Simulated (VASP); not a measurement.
Level of theory: PBEsol GGA, VASP's PBE PAW potentials (set 64) (plane waves; VASP).

Input for VASP

POSCAR:
```
WSi2
1
   -1.5856769145     1.5856769145     3.8725305464
    1.5856769145    -1.5856769145     3.8725305464
    1.5856769145     1.5856769145    -3.8725305464
Si W
2 1
Direct
  0.6655434233   0.6655434233   0.0000000000
  0.3344565767   0.3344565767   0.0000000000
  0.0000000000   0.0000000000   0.0000000000
```

KPOINTS:
```
Automatic mesh
0
Gamma
13 13 13
0 0 0
```

### INCAR
```
SYSTEM=WSi2
PREC=Accurate; ENCUT=520; LREAL=.FALSE.
LASPH=.TRUE.
EDIFF=1E-7; NELM=100; ALGO=Normal
LMAXMIX=6
ISMEAR=1; SIGMA=0.1
GGA=PS
IBRION=2; NSW=30; ISIF=4
EDIFFG=-0.01
LWAVE=.FALSE.; LCHARG=.FALSE.
```

POTCAR, in this order: Si W_sv (PBE.64 set). Program: vasp_std.

Unless said otherwise, spin-orbit coupling is left out, though it shifts the bands of the heavy elements here.

Question: Estimate the energy per atom (σ→0), band gap (on the k-mesh).

Answer: 
```json
{
  "energy per atom (σ→0)": "-8.871 eV/atom",
  "band gap (on the k-mesh)": "none (metal, semimetal or under 0.01 eV)"
}
```

File OSZICAR:
```
...
   3 F= -.26613048E+02 E0= -.26613007E+02  d E =-.330334E-03
       N       E                     dE             d eps       ncg     rms          rms(c)
DAV:   1    -0.266131349975E+02   -0.87266E-04   -0.31907E-03  6916   0.523E-01    0.439E-02
DAV:   2    -0.266130780880E+02    0.56910E-04   -0.13800E-04  6951   0.956E-02    0.227E-02
DAV:   3    -0.266130620603E+02    0.16028E-04   -0.38950E-05  7462   0.481E-02    0.613E-03
DAV:   4    -0.266130616684E+02    0.39195E-06   -0.24276E-06  6699   0.128E-02    0.319E-03
DAV:   5    -0.266130615994E+02    0.69042E-07   -0.92488E-08  4557   0.224E-03
   4 F= -.26613062E+02 E0= -.26613021E+02  d E =-.138931E-04
```

The compound is WSi2 in the MoSi2 type structure. This cell is one point of a volume scan, at 0.97 of the reference volume. Symmetry was kept, so distortions that lower it aren't found.
